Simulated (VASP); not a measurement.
Given:

```yaml
crystal:
  lattice:
    - [4.89688, 0.00000, 0.00000]
    - [0.00000, 4.89688, 0.00000]
    - [0.00000, 0.00000, 4.89688]
  atoms:
    - { symbol: Ge, position: [0.16570, 0.33430, 0.66570] }
    - { symbol: Ge, position: [0.33430, 0.66570, 0.16570] }
    - { symbol: Ge, position: [0.66570, 0.16570, 0.33430] }
    - { symbol: Ge, position: [0.83430, 0.83430, 0.83430] }
    - { symbol: Rh, position: [0.88139, 0.61861, 0.38139] }
    - { symbol: Rh, position: [0.61861, 0.38139, 0.88139] }
    - { symbol: Rh, position: [0.38139, 0.88139, 0.61861] }
    - { symbol: Rh, position: [0.11861, 0.11861, 0.11861] }
```

The numbers are results of r2SCAN meta-GGA, VASP's PBE PAW potentials (set 64) (plane waves; VASP 6.6.1), not measurements. Numerical set-up: 400 eV cut-off, 7×7×7 Γ-centred mesh, tetrahedra with Blöchl corrections, potentials Ge_d Rh_pv.

Task: Tabulate the total density of states (states/eV per cell) against energy (eV; zero at the valence-band maximum or, without a gap, the Fermi level).

Result: 
| E (eV) | DOS (states/eV) |
|---|---|
| -9.98 | 0.35 |
| -9.74 | 1.90 |
| -9.50 | 4.58 |
| -9.26 | 4.00 |
| -9.02 | 2.81 |
| -8.90 | 2.24 |
| -8.66 | 3.34 |
| -8.42 | 0.08 |
| -8.18 | 0.00 |
| -7.94 | 0.00 |
| -7.70 | 0.00 |
| -7.46 | 0.00 |
| -7.22 | 0.00 |
| -6.98 | 0.00 |
| -6.74 | 0.14 |
| -6.62 | 1.35 |
| -6.38 | 3.28 |
| -6.14 | 6.04 |
| -5.90 | 3.77 |
| -5.66 | 1.67 |
| -5.42 | 2.37 |
| -5.18 | 6.94 |
| -4.94 | 5.61 |
| -4.70 | 6.53 |
| -4.46 | 8.57 |
| -4.34 | 7.20 |
| -4.10 | 6.59 |
| -3.86 | 9.91 |
| -3.62 | 11.5 |
| -3.38 | 12.1 |
| -3.14 | 7.53 |
| -2.90 | 7.91 |
| -2.66 | 8.78 |
| -2.42 | 8.47 |
| -2.18 | 9.08 |
| -2.06 | 8.46 |
| -1.82 | 9.12 |
| -1.58 | 7.72 |
| -1.34 | 6.20 |
| -1.10 | 2.51 |
| -0.86 | 2.52 |
| -0.62 | 5.52 |
| -0.38 | 6.22 |
| -0.14 | 3.34 |
| 0.10 | 0.53 |
| 0.22 | 0.75 |
| 0.46 | 2.04 |
| 0.70 | 3.65 |
| 0.94 | 3.14 |
| 1.18 | 2.35 |
| 1.42 | 3.22 |
| 1.66 | 1.60 |
| 1.90 | 4.24 |
| 2.14 | 4.11 |
| 2.38 | 4.93 |
| 2.50 | 4.06 |
| 2.74 | 1.58 |
| 2.98 | 3.94 |
| 3.22 | 2.76 |
| 3.46 | 4.52 |
Within 2 eV below the Fermi level the largest weight inside VASP's projection spheres is Rh d.

The structure comes from a computed database's GeRh entry (P2_13); how it stands against other phases isn't given here. It was relaxed first.
